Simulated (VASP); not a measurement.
Given:

```yaml
crystal:
  lattice:
    - [2.34001, -4.05302, 0.00000]
    - [2.34001, 4.05302, 0.00000]
    - [0.00000, 0.00000, 7.65729]
  atoms:
    - { symbol: Ag, position: [0.66667, 0.33333, 0.50000] }
    - { symbol: Ag, position: [0.33333, 0.66667, 0.00000] }
    - { symbol: I, position: [0.66667, 0.33333, 0.87500] }
    - { symbol: I, position: [0.33333, 0.66667, 0.37500] }
```

The numbers are results of AM05 GGA, VASP's PBE PAW potentials (set 64) (plane waves; VASP), not measurements. Settings: 520 eV cut-off, 6×6×3 Γ-centred mesh, Gaussian smearing of 0.050 eV, potentials Ag I.

Unless said otherwise, spin-orbit coupling is left out, though it shifts the bands of the heavy elements here.

Question: Predict the energy per atom (σ→0), pressure, band gap (on the k-mesh) with the smallest direct gap where there is one.

Answer: 
- band gap (on the k-mesh) = 1.35 eV
- smallest direct gap (on the k-mesh) = 1.35 eV
- energy per atom (σ→0) = -2.467 eV/atom
- pressure = -1.53 GPa

The compound is AgI in the wurtzite structure. This cell is one point of a volume scan, at 1.06 of the reference volume.
